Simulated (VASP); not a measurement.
HgO (relaxed from the WC structure, space group P-6m2): computed properties

Method: PBEsol GGA, VASP's PBE PAW potentials (set 64) (plane waves; VASP).

```json
{
  "space_group": "P-6m2 (187)",
  "cell": "a = 3.2972 Å, b = 3.2972 Å, c = 3.0348 Å, α = 90.00°, β = 90.00°, γ = 120.00°",
  "volume_per_atom": "14.29 Å^3/atom",
  "band gap (over mesh and band path)": "none (metal, semimetal or under 0.01 eV)",
  "density": "12.59 g/cm³"
}
```

HgO is taken in the hexagonal space group P-6m2 (No. 187), Pearson symbol hP2. Lattice parameters: a = b = 3.297 Å, c = 3.035 Å, α = β = 90.00°, γ = 120.00°. Hg on 1a is coordinated by 6 O at 2.434 Å (trigonal prismatic). O on 1f has 6 Hg at 2.434 Å (trigonal prismatic). (Neighbours: up to the widest gap in distance over summed covalent radii, below 1.35, at either atom; cation-cation and far metal-metal contacts left out.)

Unless said otherwise, spin-orbit coupling is left out, though it shifts the bands of the heavy elements here.

The structure was generated: HgO was put into the WC type (P-6m2), which need not be its known phase. It was relaxed first, which changed the volume by +21 %. Symmetry was kept, so distortions that lower it aren't found.
